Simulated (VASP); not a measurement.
Here is the system:

```
Dy
1.0
    3.22789     0.00000     0.00000
    0.00000     3.22789     0.00000
    0.00000     0.00000     3.22789
Dy
1
Direct
  0.00000   0.00000   0.00000
```

These are r2SCAN meta-GGA, VASP's PBE PAW potentials (set 64) (plane waves; VASP 6.6.1) values and carry that method's errors. Numerical set-up: 400 eV cut-off, 13×13×13 Γ-centred mesh, tetrahedra with Blöchl corrections, potentials Dy_3.

The 4f electrons are frozen in the core of the lanthanide potential, so 4f levels, which can set the real gap, and their magnetism are missing.

Problem. Give the energies of bands 4 to 7 at the high-symmetry points, in eV from the Fermi level.

Solution. 
```
band      Γ      X      M      R
----  -----  -----  -----  -----
4     -5.15  -2.06  -2.25  -0.77
5     -0.70  -0.07   0.17  -0.77
6     -0.70   0.14   3.83  -0.77
7      6.18   3.16   3.83   5.78
```

It has no gap at this level: it comes out as a metal or semimetal.

The structure was generated: Dy was put into the simple-cubic type (Pm-3m), which need not be its known phase. It was relaxed first.
